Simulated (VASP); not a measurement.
OSZICAR of a VASP run on C:

OSZICAR:
```
       N       E                     dE             d eps       ncg     rms          rms(c)
DAV:   1     0.128458346622E+03    0.12846E+03   -0.66621E+03   288   0.105E+03
DAV:   2    -0.301627617752E+02   -0.15862E+03   -0.14427E+03   476   0.228E+02
DAV:   3    -0.451994597979E+02   -0.15037E+02   -0.14844E+02   344   0.875E+01
DAV:   4    -0.455623776210E+02   -0.36292E+00   -0.36163E+00   364   0.165E+01
DAV:   5    -0.455732588882E+02   -0.10881E-01   -0.10863E-01   368   0.274E+00    0.829E+00
DAV:   6    -0.426776227781E+02    0.28956E+01   -0.19681E+00   344   0.104E+01    0.594E+00
DAV:   7    -0.399724273102E+02    0.27052E+01   -0.74829E-01   364   0.702E+00    0.140E+00
DAV:   8    -0.422856934735E+02   -0.23133E+01   -0.71334E-01   328   0.723E+00    0.160E+00
DAV:   9    -0.411570849569E+02    0.11286E+01   -0.13316E-01   352   0.382E+00    0.489E-01
DAV:  10    -0.409314323088E+02    0.22565E+00   -0.22792E-02   324   0.199E+00    0.298E-01
DAV:  11    -0.408424323357E+02    0.89000E-01   -0.29395E-02   348   0.223E+00    0.858E-02
DAV:  12    -0.401298288327E+02    0.71260E+00   -0.77914E-02   336   0.328E+00    0.183E-01
DAV:  13    -0.401364300008E+02   -0.66012E-02   -0.81671E-04   336   0.302E-01    0.170E-01
DAV:  14    -0.401183956933E+02    0.18034E-01   -0.28191E-04   372   0.211E-01    0.106E-01
DAV:  15    -0.398165505204E+02    0.30185E+00   -0.34618E-02   324   0.219E+00    0.100E-01
DAV:  16    -0.398293188268E+02   -0.12768E-01   -0.64392E-04   324   0.337E-01    0.968E-02
DAV:  17    -0.397171133989E+02    0.11221E+00   -0.15137E-02   304   0.147E+00    0.105E-01
DAV:  18    -0.396992494630E+02    0.17864E-01   -0.89326E-04   316   0.318E-01    0.985E-02
DAV:  19    -0.396911198911E+02    0.81296E-02   -0.27541E-02   292   0.184E+00    0.755E-02
DAV:  20    -0.396989508164E+02   -0.78309E-02   -0.32351E-03   328   0.742E-01    0.775E-02
DAV:  21    -0.396998939604E+02   -0.94314E-03   -0.11362E-03   320   0.439E-01    0.923E-02
DAV:  22    -0.396983831465E+02    0.15108E-02   -0.14998E-04   324   0.174E-01    0.938E-02
DAV:  23    -0.396985425264E+02   -0.15938E-03   -0.13031E-04   304   0.158E-01    0.948E-02
DAV:  24    -0.396999346750E+02   -0.13921E-02   -0.26086E-04   300   0.238E-01    0.966E-02
DAV:  25    -0.396881368961E+02    0.11798E-01   -0.12249E-02   288   0.108E+00    0.722E-02
DAV:  26    -0.396876665811E+02    0.47031E-03   -0.34620E-04   360   0.180E-01    0.696E-02
DAV:  27    -0.396841212195E+02    0.35454E-02   -0.10162E-04   328   0.117E-01    0.607E-02
DAV:  28    -0.396905955347E+02   -0.64743E-02   -0.54283E-04   300   0.231E-01    0.358E-02
DAV:  29    -0.396934916907E+02   -0.28962E-02   -0.20540E-04   324   0.147E-01    0.249E-02
DAV:  30    -0.396931326959E+02    0.35899E-03   -0.18970E-05   320   0.447E-02    0.171E-02
DAV:  31    -0.396929704633E+02    0.16223E-03   -0.61219E-06   320   0.262E-02    0.170E-02
DAV:  32    -0.396934900584E+02   -0.51960E-03   -0.10245E-05   316   0.321E-02    0.136E-02
DAV:  33    -0.396938478209E+02   -0.35776E-03   -0.40234E-06   320   0.228E-02    0.116E-02
DAV:  34    -0.396946263281E+02   -0.77851E-03   -0.24248E-05   292   0.520E-02    0.954E-03
DAV:  35    -0.396955867342E+02   -0.96041E-03   -0.62307E-05   296   0.812E-02    0.392E-03
DAV:  36    -0.396959807753E+02   -0.39404E-03   -0.22112E-05   328   0.481E-02    0.215E-03
DAV:  37    -0.396961276249E+02   -0.14685E-03   -0.81125E-06   336   0.284E-02    0.189E-03
DAV:  38    -0.396962156135E+02   -0.87989E-04   -0.84192E-06   316   0.288E-02    0.147E-03
DAV:  39    -0.396962283667E+02   -0.12753E-04   -0.15692E-06   276   0.121E-02    0.108E-03
DAV:  40    -0.396962217222E+02    0.66445E-05   -0.74219E-07   196   0.108E-02    0.527E-04
DAV:  41    -0.396962165955E+02    0.51266E-05   -0.76031E-07   208   0.119E-02    0.281E-04
DAV:  42    -0.396962145965E+02    0.19990E-05   -0.79463E-07   240   0.115E-02    0.184E-04
DAV:  43    -0.396962192750E+02   -0.46785E-05   -0.97921E-07   248   0.133E-02    0.701E-05
DAV:  44    -0.396962271071E+02   -0.78321E-05   -0.39173E-07   192   0.881E-03    0.582E-05
DAV:  45    -0.396962268956E+02    0.21160E-06   -0.69815E-08   192   0.359E-03
   1 F= -.39696227E+02 E0= -.39695530E+02  d E =-.396962E+02
       N       E                     dE             d eps       ncg     rms          rms(c)
DAV:   1    -0.396955905936E+02    0.63651E-03   -0.25630E-02   288   0.166E+00    0.860E-02
DAV:   2    -0.396921110795E+02    0.34795E-02   -0.99089E-04   296   0.318E-01    0.677E-02
DAV:   3    -0.396949821559E+02   -0.28711E-02   -0.57386E-04   288   0.256E-01    0.665E-03
DAV:   4    -0.396943619201E+02    0.62024E-03   -0.14252E-04   312   0.131E-01    0.678E-03
DAV:   5    -0.396944983247E+02   -0.13640E-03   -0.10430E-05   332   0.358E-02    0.397E-03
DAV:   6    -0.396951344156E+02   -0.63609E-03   -0.33868E-05   304   0.588E-02    0.211E-03
DAV:   7    -0.396952199187E+02   -0.85503E-04   -0.11473E-06   256   0.110E-02    0.150E-03
DAV:   8    -0.396954333398E+02   -0.21342E-03   -0.10607E-05   312   0.349E-02    0.101E-03
DAV:   9    -0.396955528169E+02   -0.11948E-03   -0.43016E-06   328   0.203E-02    0.688E-04
DAV:  10    -0.396955601951E+02   -0.73782E-05   -0.74234E-08   224   0.284E-03    0.693E-04
DAV:  11    -0.396956165145E+02   -0.56319E-04   -0.16879E-06   268   0.131E-02    0.603E-04
DAV:  12    -0.396955985679E+02    0.17947E-04   -0.29945E-05   296   0.583E-02    0.684E-04
DAV:  13    -0.396951677901E+02    0.43078E-03   -0.10040E-04   288   0.130E-01    0.969E-04
DAV:  14    -0.396951634113E+02    0.43788E-05   -0.12197E-06   296   0.108E-02    0.776E-04
DAV:  15    -0.396952736527E+02   -0.11024E-03   -0.90975E-06   300   0.450E-02    0.865E-04
DAV:  16    -0.396954390773E+02   -0.16542E-03   -0.19937E-05   288   0.679E-02    0.612E-04
DAV:  17    -0.396955441848E+02   -0.10511E-03   -0.80387E-06   292   0.434E-02    0.500E-04
DAV:  18    -0.396956453976E+02   -0.10121E-03   -0.11011E-05   288   0.501E-02    0.104E-03
DAV:  19    -0.396955702261E+02    0.75171E-04   -0.40061E-06   280   0.253E-02    0.969E-04
DAV:  20    -0.396956568428E+02   -0.86617E-04   -0.10846E-05   288   0.475E-02    0.761E-04
DAV:  21    -0.396956949037E+02   -0.38061E-04   -0.29649E-06   300   0.201E-02    0.701E-04
DAV:  22    -0.396956945879E+02    0.31577E-06   -0.53318E-08   236   0.273E-03
   2 F= -.39695695E+02 E0= -.39694998E+02  d E =0.532308E-03
       N       E                     dE             d eps       ncg     rms          rms(c)
DAV:   1    -0.396963033033E+02   -0.60840E-03   -0.12189E-02   304   0.115E+00    0.594E-02
DAV:   2    -0.396914647919E+02    0.48385E-02   -0.13181E-03   288   0.394E-01    0.458E-02
DAV:   3    -0.396960554238E+02   -0.45906E-02   -0.57789E-04   288   0.264E-01    0.461E-03
DAV:   4    -0.396942766331E+02    0.17788E-02   -0.43485E-04   288   0.310E-01    0.673E-03
DAV:   5    -0.396944283278E+02   -0.15169E-03   -0.37359E-05   296   0.889E-02    0.524E-03
DAV:   6    -0.396948754482E+02   -0.44712E-03   -0.10954E-04   288   0.155E-01    0.345E-03
DAV:   7    -0.396957116065E+02   -0.83616E-03   -0.57152E-05   288   0.106E-01    0.100E-03
DAV:   8    -0.396954133797E+02    0.29823E-03   -0.29202E-05   288   0.729E-02    0.120E-03
DAV:   9    -0.396955832687E+02   -0.16989E-03   -0.85084E-06   288   0.444E-02    0.995E-04
DAV:  10    -0.396960116753E+02   -0.42841E-03   -0.49810E-05   288   0.105E-01    0.693E-04
DAV:  11    -0.396961253000E+02   -0.11362E-03   -0.10945E-05   316   0.500E-02    0.801E-04
DAV:  12    -0.396962163621E+02   -0.91062E-04   -0.30444E-05   288   0.804E-02    0.709E-04
DAV:  13    -0.396962437999E+02   -0.27438E-04   -0.15608E-05   288   0.578E-02    0.674E-04
DAV:  14    -0.396962535175E+02   -0.97175E-05   -0.46989E-07   232   0.852E-03    0.726E-04
DAV:  15    -0.396962504977E+02    0.30198E-05   -0.49045E-06   280   0.317E-02    0.842E-04
DAV:  16    -0.396962566659E+02   -0.61682E-05   -0.58270E-06   288   0.339E-02    0.109E-03
DAV:  17    -0.396963316993E+02   -0.75033E-04   -0.81066E-06   288   0.397E-02    0.209E-03
DAV:  18    -0.396962927065E+02    0.38993E-04   -0.15338E-05   288   0.462E-02    0.339E-03
DAV:  19    -0.396963628629E+02   -0.70156E-04   -0.13426E-05   288   0.429E-02    0.340E-03
DAV:  20    -0.396963526616E+02    0.10201E-04   -0.94702E-07   240   0.133E-02    0.256E-03
DAV:  21    -0.396963646178E+02   -0.11956E-04   -0.95585E-07   232   0.125E-02    0.216E-03
DAV:  22    -0.396963623724E+02    0.22453E-05   -0.23443E-07   208   0.641E-03    0.162E-03
DAV:  23    -0.396963647777E+02   -0.24053E-05   -0.37568E-07   200   0.667E-03    0.486E-04
DAV:  24    -0.396963603994E+02    0.43783E-05   -0.60072E-07   192   0.894E-03    0.892E-05
DAV:  25    -0.396963631646E+02   -0.27653E-05   -0.26397E-07   192   0.604E-03    0.676E-05
DAV:  26    -0.396963653527E+02   -0.21881E-05   -0.10383E-07   188   0.431E-03    0.450E-05
DAV:  27    -0.396963634394E+02    0.19134E-05   -0.93142E-08   184   0.402E-03    0.113E-04
DAV:  28    -0.396963637356E+02   -0.29623E-06   -0.48313E-08   184   0.278E-03
   3 F= -.39696364E+02 E0= -.39695667E+02  d E =-.136840E-03
```

### Question
Which electronic solver shows in the log?

### Answer
It is blocked Davidson (ALGO = Normal, or the opening steps of other solvers). The INCAR had ALGO = Normal.

### Question
Can the final energy be trusted as converged?

### Answer
The calculation finished and met its thresholds. It stopped with EDIFF = 1E-6, NELM = 100, NSW = 60 and EDIFFG = -0.02 after 3 ionic steps (r2SCAN meta-GGA, plane waves, VASP's PBE PAW potentials (set 64)). The cell holds a wide vacuum, so values per volume refer to the whole cell.

The cell is a sheet with vacuum, built from a database entry that may be metastable or hypothetical.
